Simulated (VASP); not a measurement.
Input:

```
CELL_PARAMETERS angstrom
      1.56601    -2.71241     0.00000
      1.56601     2.71241     0.00000
      0.00000     0.00000     3.48212
ATOMIC_POSITIONS crystal
  Hf 0.00000 0.00000 0.00000
  B  0.33333 0.66667 0.50000
  B  0.66667 0.33333 0.50000
```

Level of theory: r2SCAN meta-GGA, VASP's PBE PAW potentials (set 64) (plane waves; VASP 6.6.1). Settings: 600 eV cut-off, 10×10×8 Γ-centred mesh, first-order Methfessel-Paxton smearing of 0.10 eV, potentials Hf_pv B.

Unless said otherwise, spin-orbit coupling is left out, though it shifts the bands of the heavy elements here.

Each row applies one change to this cell, which was relaxed at other settings and keeps the small stress of the first row; at a fixed cut-off the stress holds a Pulay part, so it need not integrate to ΔE exactly. Stress is in GPa, positive when the cell is compressed.

| change | ΔE (meV/atom) | σxx | σyy | σzz | largest shear component, with its sign (GPa) | largest force (eV/Å) |
|---|---|---|---|---|---|---|
| none | 0.0 | -0.03 | -0.03 | -0.05 | 0.00 | 0.000 |
| atom 2 (B) moved by 0.050 Å along z | … | … | … | … | … | … |
| atom 1 (Hf) moved by -0.025 Å along y | 1.5 | -0.01 | 0.02 | 0.05 | 0.00 | 0.356 |
| biaxial strain of +2.0 % in the xy plane | … | … | … | … | … | … |
| atom 2 (B) moved by -0.025 Å along z | 1.0 | 0.01 | 0.01 | -0.01 | 0.00 | 0.241 |
| atom 3 (B) moved by -0.075 Å along y | 14.9 | -0.01 | 1.58 | 0.01 | 0.00 | 1.200 |
| atom 1 (Hf) moved by -0.200 Å along z | 104.9 | 4.53 | 4.53 | 6.10 | 0.00 | 3.234 |
| atom 1 (Hf) moved by -0.025 Å along z | 1.6 | 0.04 | 0.04 | 0.05 | 0.00 | 0.385 |

Q: What belongs in the gaps?

A: 
- atom 2 (B) moved by 0.050 Å along z, ΔE (meV/atom): 4.0
- atom 2 (B) moved by 0.050 Å along z, σxx: 0.13
- atom 2 (B) moved by 0.050 Å along z, σyy: 0.13
- atom 2 (B) moved by 0.050 Å along z, σzz: 0.08
- atom 2 (B) moved by 0.050 Å along z, largest shear component, with its sign (GPa): 0.00
- atom 2 (B) moved by 0.050 Å along z, largest force (eV/Å): 0.481
- biaxial strain of +2.0 % in the xy plane, ΔE (meV/atom): 16.0
- biaxial strain of +2.0 % in the xy plane, σxx: -12.71
- biaxial strain of +2.0 % in the xy plane, σyy: -12.71
- biaxial strain of +2.0 % in the xy plane, σzz: -4.66
- biaxial strain of +2.0 % in the xy plane, largest shear component, with its sign (GPa): 0.00
- biaxial strain of +2.0 % in the xy plane, largest force (eV/Å): 0.000

Failed runs are left out, and for metals the shear rows, which the mesh's noise covers.

The compound is HfB2 in the AlB2 type structure.
